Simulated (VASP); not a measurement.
Computed with LDA (Ceperley-Alder, Perdew-Zunger), VASP's LDA PAW potentials (set 64) (plane waves; VASP 6.6.1).

The input files of a VASP run:

KPOINTS:
```
Automatic mesh
0
Gamma
10 10 10
0 0 0
```

### POSCAR
```
InSb
1
    0.0000000000     3.2258089359     3.2258089359
    3.2258089359     0.0000000000     3.2258089359
    3.2258089359     3.2258089359     0.0000000000
In Sb
1 1
Direct
  1.0000000000   1.0000000000   1.0000000000
  0.2500000000   0.2500000000   0.2500000000
```

**INCAR**
```
# general
SYSTEM =InSb
PREC   =Accurate
ENCUT  =500
LREAL  =.FALSE.
LASPH  =.TRUE.

# electronic loop
EDIFF  =1E-6
NELM   =100
ALGO   =Normal
LMAXMIX=4

# smearing
ISMEAR =1
SIGMA  =0.1

# ions
IBRION =2
NSW    =40
ISIF   =3
EDIFFG =-0.02

# output
LWAVE  =.FALSE.
LCHARG =.FALSE.
```

POTCAR, in this order: In_d Sb (LDA.64 set). Program: vasp_std.

Output

File OSZICAR:
```
       N       E                     dE             d eps       ncg     rms          rms(c)
DAV:   1     0.110764210131E+03    0.11076E+03   -0.79049E+03  1222   0.134E+03
DAV:   2    -0.429130627647E+00   -0.11119E+03   -0.10856E+03  1267   0.312E+02
DAV:   3    -0.815273026354E+01   -0.77236E+01   -0.76329E+01  1577   0.891E+01
DAV:   4    -0.836512121202E+01   -0.21239E+00   -0.21230E+00  1481   0.175E+01
DAV:   5    -0.837619514398E+01   -0.11074E-01   -0.11074E-01  1735   0.331E+00    0.441E+00
DAV:   6    -0.824879182048E+01    0.12740E+00   -0.18246E-01  1676   0.758E+00    0.250E+00
DAV:   7    -0.821724652501E+01    0.31545E-01   -0.79665E-02  1527   0.299E+00    0.569E-01
DAV:   8    -0.821552333290E+01    0.17232E-02   -0.74383E-03  1739   0.121E+00    0.339E-01
DAV:   9    -0.821558489089E+01   -0.61558E-04   -0.50725E-04  1375   0.240E-01    0.617E-02
DAV:  10    -0.821558843238E+01   -0.35415E-05   -0.19922E-05  1595   0.453E-02    0.324E-02
DAV:  11    -0.821559283777E+01   -0.44054E-05   -0.84114E-06  1352   0.383E-02    0.123E-02
DAV:  12    -0.821559277422E+01    0.63553E-07   -0.32965E-07   736   0.913E-03
   1 F= -.82155928E+01 E0= -.82156742E+01  d E =-.821559E+01
```

**OUTCAR**
```
------------------------ aborting loop because EDIFF is reached ----------------------------------------
  FORCE on cell =-STRESS in cart. coord.  units (eV):
  Direction    XX          YY          ZZ          XY          YZ          ZX
  --------------------------------------------------------------------------------------
  Total        0.0199568      0.0199568      0.0199568      0.0000000      0.0000000      0.0000000
  in kB        0.4762731      0.4762731      0.4762731      0.0000000      0.0000000      0.0000000
  external PRESSURE =       0.4762731 kB  Pullay stress =       0.0000000 kB
  volume of cell :       67.13
      direct lattice vectors                 reciprocal lattice vectors
     0.000000000  3.225808936  3.225808936    -0.154999881  0.154999881  0.154999881
     3.225808936  0.000000000  3.225808936     0.154999881 -0.154999881  0.154999881
     3.225808936  3.225808936  0.000000000     0.154999881  0.154999881 -0.154999881
  FREE ENERGIE OF THE ION-ELECTRON SYSTEM (eV)
  ---------------------------------------------------
  free  energy   TOTEN  =        -8.2155927742 eV

  energy  without entropy=       -8.2158371302  energy(sigma->0) =       -8.21567423

 reached required accuracy - stopping structural energy minimisation
```
(Selected blocks of OUTCAR.)

The compound is InSb in the zinc blende structure. It was relaxed first.
